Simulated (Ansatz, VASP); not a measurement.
**Cross-check of Zn24Sb8HN24 (H transfer from N to N) between VASP and Ansatz**

Aim: how closely do two programs agree when they are given the same cell, functional and k mesh? The cell is taken from a series of runs on this material, whose earlier steps may have relaxed, scaled, displaced or heated it; both programs get it as it stands.

Program: Ansatz 0.2.0. Level of theory: plane waves, with VASP 6.6.1 beside it; single point at r2SCAN. Results are calculated unless marked as measured.

### 1. Set-up

The cell holds 57 atoms: 24 Zn, 8 Sb, 24 N and 1 H. Cell: a = 9.402 Å, b = 9.402 Å, c = 11.075 Å, α = 114.5°, β = 114.5°, γ = 88.1°. It derives from Zn3SbN3 (Zn3SbN3 (Cm)). Nearest the centre at fractional (0.412, 0.412, 0.350): H57 at 1.39 Å, Sb25 at 1.50 Å, N40 at 1.50 Å, N45 at 1.52 Å, Zn2 at 2.48 Å, Zn3 at 2.57 Å, Zn15 at 2.63 Å, N56 at 2.77 Å.

Coordinates:

```xyz
57
Lattice="6.7597 -6.5343 0.0061 6.7597 6.5343 0.0061 -6.3964 0.0000 9.0407" Properties=species:S:1:pos:R:3 pbc="T T T"
Zn   -0.4319    0.0058    3.9887
Zn    1.5838   -1.4514    2.1740
Zn    1.4642    1.4404    2.1509
Zn   -3.5871    0.0034    8.5145
Zn   -1.5854   -1.4365    6.7446
Zn   -1.5927    1.4263    6.7173
Zn    2.9932    3.2923    3.9359
Zn    5.5956    2.0877    1.8821
Zn    4.9797    4.8498    2.1563
Zn   -0.1827    3.3084    8.4007
Zn    1.8038    1.8585    6.7064
Zn    1.8225    4.7199    6.6651
Zn    2.9606   -3.2760    3.9927
Zn    4.9476   -4.7084    2.1884
Zn    4.9535   -1.8343    2.2107
Zn   -0.2244   -3.2646    8.5453
Zn    1.7970   -4.6753    6.7514
Zn    1.8034   -1.8224    6.7598
Zn    6.2902    0.0030    3.9762
Zn    8.3426   -1.4471    2.1846
Zn    8.4214    1.4233    2.1851
Zn    3.1804    0.0161    8.5347
Zn    5.1698   -1.4161    6.7088
Zn    5.1625    1.4528    6.7292
Sb    3.0859   -0.0816    4.6460
Sb   -0.0561    0.0155    9.0386
Sb    6.5572    3.3107    4.6038
Sb    9.7050    3.2776    0.0238
Sb    6.5416   -3.2468    4.5602
Sb    9.7275   -3.2516    0.0256
Sb    9.9188   -0.0130    4.5785
Sb    6.7007   -0.0069    9.0354
N    -0.1193    1.7520    3.1956
N    -0.0643   -1.7338    3.1858
N     1.4451   -0.0040    0.8514
N    -3.2351    1.7384    7.7204
N    -3.2577   -1.7285    7.7031
N    -1.7377   -0.0162    5.4068
N     3.3174    5.0226    3.1613
N     3.1309    1.4837    3.2508
N     4.8731    3.4130    0.7964
N     0.1538    5.0385    7.6298
N     0.1416    1.5474    7.6733
N     1.6698    3.2628    5.3512
N     3.2914   -1.5204    3.1960
N     3.3244   -5.0139    3.2149
N     4.8102   -3.2591    0.8801
N     0.1382   -1.5447    7.7211
N     0.1224   -4.9797    7.7030
N     1.6644   -3.2401    5.4231
N     6.7920    1.7439    3.2749
N     6.6793   -1.7226    3.1780
N     8.2105   -0.0002    0.8668
N     3.5020    1.7442    7.7107
N     3.5291   -1.7117    7.7207
N     4.9776    0.0273    5.3921
H     3.8637    1.1425    2.5980
```

### 2. Ansatz: single point, r2SCAN

Ansatz runs on its default PAW (the set named soft_2) files.

With cell and atoms fixed, the geometry can't cause a difference; cores, projectors, grids and the points listed under the comparison can.

input.yaml

```yaml
crystal:
  lattice:
    - [6.75971426, -6.53433939, 0.00612541]
    - [6.75971426, 6.53433939, 0.00612541]
    - [-6.39637934, 0.0, 9.04065438]
  atoms:
    - { symbol: Zn, position: [0.17624114, 0.17712671, 0.44095626] }
    - { symbol: Zn, position: [0.34183529, 0.11971428, 0.24015747] }
    - { symbol: Zn, position: [0.11050454, 0.33094154, 0.23761726] }
    - { symbol: Sb, position: [0.47734157, 0.46485795, 0.51326767] }
    - { symbol: "N", position: [0.02425417, 0.29236888, 0.35325398] }
    - { symbol: "N", position: [0.29453096, 0.02918952, 0.35216203] }
    - { symbol: "N", position: [0.15166029, 0.15104276, 0.09396594] }
    - { symbol: Zn, position: [0.17988474, 0.18040199, 0.94155277] }
    - { symbol: Zn, position: [0.34547141, 0.12562675, 0.74571273] }
    - { symbol: Zn, position: [0.12444061, 0.34272521, 0.7426988] }
    - { symbol: Sb, position: [0.46738802, 0.46975575, 0.99914145] }
    - { symbol: "N", position: [0.03161097, 0.29765627, 0.85374162] }
    - { symbol: "N", position: [0.29431894, 0.02979594, 0.85183397] }
    - { symbol: "N", position: [0.15556128, 0.153086, 0.59784385] }
    - { symbol: Zn, position: [0.17518851, 0.67902768, 0.43477968] }
    - { symbol: Zn, position: [0.35231517, 0.67180433, 0.20748392] }
    - { symbol: Zn, position: [0.10977936, 0.85197443, 0.23786359] }
    - { symbol: Sb, position: [0.47215228, 0.97881579, 0.50825178] }
    - { symbol: "N", position: [0.02623406, 0.79487346, 0.34911777] }
    - { symbol: "N", position: [0.28792583, 0.51498401, 0.35903203] }
    - { symbol: "N", position: [0.14071222, 0.66303627, 0.0875461] }
    - { symbol: Zn, position: [0.17268423, 0.67900148, 0.9286328] }
    - { symbol: Zn, position: [0.34186797, 0.62629379, 0.74114876] }
    - { symbol: Zn, position: [0.12213942, 0.84445822, 0.7365783] }
    - { symbol: Sb, position: [0.46784344, 0.96943989, 1.00166096] }
    - { symbol: "N", position: [0.02486434, 0.79594303, 0.8433902] }
    - { symbol: "N", position: [0.2933734, 0.53018825, 0.84820024] }
    - { symbol: "N", position: [0.1536359, 0.65296055, 0.59135365] }
    - { symbol: Zn, position: [0.67833751, 0.17698385, 0.44105445] }
    - { symbol: Zn, position: [0.8404617, 0.11989465, 0.2414066] }
    - { symbol: Zn, position: [0.6221435, 0.34141968, 0.24388119] }
    - { symbol: Sb, position: [0.97049545, 0.47361315, 0.50343552] }
    - { symbol: "N", position: [0.52679245, 0.29411072, 0.35296049] }
    - { symbol: "N", position: [0.79753604, 0.03022206, 0.35504635] }
    - { symbol: "N", position: [0.65098575, 0.15221899, 0.09681006] }
    - { symbol: Zn, position: [0.68013513, 0.18052328, 0.94462515] }
    - { symbol: Zn, position: [0.84368084, 0.12818186, 0.74612388] }
    - { symbol: Zn, position: [0.62629202, 0.34739173, 0.74705449] }
    - { symbol: Sb, position: [0.96920398, 0.47158875, 1.00185576] }
    - { symbol: "N", position: [0.53222569, 0.29582634, 0.85347816] }
    - { symbol: "N", position: [0.7929455, 0.03086973, 0.85147981] }
    - { symbol: "N", position: [0.65458774, 0.15872818, 0.59930088] }
    - { symbol: Zn, position: [0.67269639, 0.67315585, 0.43890618] }
    - { symbol: Zn, position: [0.84166534, 0.62020647, 0.24064914] }
    - { symbol: Zn, position: [0.62788685, 0.84570172, 0.24069755] }
    - { symbol: Sb, position: [0.97364451, 0.97165358, 0.50511509] }
    - { symbol: "N", position: [0.53990151, 0.80678184, 0.36132832] }
    - { symbol: "N", position: [0.79175949, 0.52813021, 0.35062884] }
    - { symbol: "N", position: [0.6522702, 0.65223555, 0.09498984] }
    - { symbol: Zn, position: [0.68022658, 0.68269219, 0.94311627] }
    - { symbol: Zn, position: [0.84137503, 0.62465752, 0.74107708] }
    - { symbol: Zn, position: [0.6223833, 0.84471364, 0.74333094] }
    - { symbol: Sb, position: [0.96839398, 0.96733392, 0.99810857] }
    - { symbol: "N", position: [0.5286648, 0.79559932, 0.85199476] }
    - { symbol: "N", position: [0.79564059, 0.53367958, 0.85309684] }
    - { symbol: "N", position: [0.64786043, 0.65203787, 0.59555186] }
    - { symbol: H, position: [0.33405941, 0.5089073, 0.28679887] }
basis:
  ecutwfc: 500
  xc_grid: 2
hamiltonian:
  xc: r2scan
kpoints:
  mp_grid: { grid: [1, 1, 1], shift: [0.25, 0.25, 0.25] }
magnetization:
  spin_polarized: true
  initial_magnetization: 1
  spin_locking: { lock_magnetization: hard }
scf:
  occupations: { method: fixed }
  max_iter: 120
output:
  forces: true
  eigenvalues: true
checkpoint:
  write: "../q0_M1.end.r2scan.run"
  compress: false
  write_wavefunctions: false
  write_every: 100000
```

The run is started by

```console
$ ansatz run input.yaml --threads 32 --pin off --max-ram 84787MiB --backend cuda --events-out ev --progress --plain --runs-dir out --max-vram 78GiB
```

Numbers of over 12 decimals in the logs are rounded to 6 here.

Output:

```text
Warning: This run holds its total moment fixed (magnetization.spin_locking.lock_magnetization: hard) and mixes its density by anderson or broyden (scf.mixing.algorithm, typed or taken by auto). Slabs with a fixed moment have converged under broyden above another state at the same moment, at the default mixing steps and at smaller ones, and under scf.lower_state_search: standard, light or off a state that such a mixer [...]
Engine: ansatz 0.2.0, aarch64-unknown-linux-gnu
Pseudopotentials: kind: paw
Pseudopotential: Zn, paw, valence charge 12, recommended cutoff 500 eV (meta_gga), Zn.paw.azcp
Pseudopotential: Sb, paw, valence charge 15, recommended cutoff 500 eV (meta_gga), Sb.paw.azcp
Pseudopotential: N, paw, valence charge 5, recommended cutoff 500 eV (meta_gga), N.paw.azcp
Pseudopotential: H, paw, valence charge 1, recommended cutoff 500 eV (meta_gga), H.paw.azcp
Functional definition: r2SCAN
  parameter k0 = 0.174
  parameter k1 = 0.065
  parameter a1 = 4.9479
  exchange = r2scan_x(k0 = k0, k1 = k1, a1 = a1)
  correlation = r2scan_c
[...]
Crystal: 57 atoms, lattice volume = 799.168 Å³
Basis set: ecut = 500 eV, 20277 PW (Γ), exchange–correlation on 144×144×162 points (8 copies of the dense FFT grid, shifted against one another)
Bands: 322, of which v1, the nominal top of the filled ones, is band 265 counted from 1 (264 counted from 0)
Symmetry: 1 space group operations
Space group: P1 (ITA 1), of the structure as read, at distance tolerance 9.3e-5 Å
Magnetic group: BNS 1.1 (UNI 1), of the structure as read, at distance tolerance 9.3e-5 Å
k-points: 1
Non-local potential: Zn, projectors of the file, l = 0: 2, l = 1: 2, l = 2: 3, l = 3: 1
Non-local potential: Sb, projectors of the file, l = 0: 2, l = 1: 2, l = 2: 2, l = 3: 2
Non-local potential: N, projectors of the file, l = 0: 2, l = 1: 2, l = 2: 1
Non-local potential: H, projectors of the file, l = 0: 2, l = 1: 1
PAW form: soft (Blöchl's): semilocal exchange-correlation on the pseudo side does not see the compensation charge
PAW frozen core: Zn, regenerated for the run's functional (the file was generated under x = pbe(κ = 0.804, μ = 0.219515), c = pbe(β = 0.066725))
PAW frozen core: Sb, regenerated for the run's functional (the file was generated under x = pbe(κ = 0.804, μ = 0.219515), c = pbe(β = 0.066725))
PAW frozen core: N, regenerated for the run's functional (the file was generated under x = pbe(κ = 0.804, μ = 0.219515), c = pbe(β = 0.066725))
PAW one-centre angular grid: Zn, 590 points (default); XC on 261 of its mesh's 2673 points in the sphere
PAW one-centre angular grid: Sb, 590 points (default); XC on 160 Gauss nodes
PAW one-centre angular grid: N, 302 points (default); XC on 160 Gauss nodes
PAW one-centre angular grid: H, 302 points (default); XC on 160 Gauss nodes
Initial density: superposition of atomic densities (chi_scale 0.1, normalization cell, long waves kept (reshape's long-wave potential 0.12 eV rms))
Starting moments: Σ|m| = 1 μB on 57 of 57 sites
Initial wavefunctions: pseudopotential atomic-orbital guess
[...]
Functional: x = r2scan, c = r2scan; τ floored in thin density (d = 2e-4 eV/Å³)
SCF iter   1: F=—  HF=-141078.373036 eV  |F-HF|=—  |Δ(HF+E_count)|=         —  Δρ=4.84e-2 (↑4.66e-2 ↓4.84e-2)  dr2=8.49e1  dr2_τ=1.81e0  dr2_m=2.06e-2  M=1.000 μB ∫|m|=1.012 μB  β_m=1.20  ethr=3.10e-3  ⟨swp⟩=4.0  Hψ=2268  notcnv=0  defer=106
preconditioner: auto → Resta (q_TF=auto, 2.547 Å⁻¹)  ε∞=4.7  [insulator: Δε(μ)=0.315 eV  Ē_g=15.689 eV  n_scr=226 (ndim 8)  ℏωp=30.2 eV  f_vac=0.005  ε∞_Penn≈4.7]
spin=Collinear: Resta preconditioning applied to the charge; magnetization (m = ρ↑ − ρ↓) channel mixes plain (no charge-response kernel on spin).
[...]
SCF 1 converged in 16 iterations: F = -141058.750164 eV  dr2 = 1.87e-8
[...]
SCF converged after 16 iterations
[...]
k-point 0 ↓: bands = ["-21.1883", "-21.1578", "-21.0649", "-21.0557", "-20.9965", "-20.9738", "-20.9607", "-20.9579", "-20.9539", "-20.9477", "-20.9427", "-20.9235", "-20.9214", "-20.9201", "-20.9172", "-20.9128", "-20.9073", "-20.8738", "-20.8547", "-20.8520", "-20.8494", "-20.8438", "-20.8437", "-20.8339", "-20.8301", "-20.8117", "-20.8114", "-20.8108", "-20.8045", "-20.8045", "-20.8021", "-20.7966", "-20.7963",  [...]
```

[end of part 1 of 2]

[Lines on the potential files, build, host, timing and source positions are cut from VASP's logs without a mark.]

[Logs are printed without paths, hosts, clocks, repeated set-up lines and the standing remarks that a program may print on its own settings, such as how far it seeks lower states.]

[Hosts, paths, dates, database ids (printed as entryN), source tags and the programs' standing remarks are cut or masked in the printed files.]
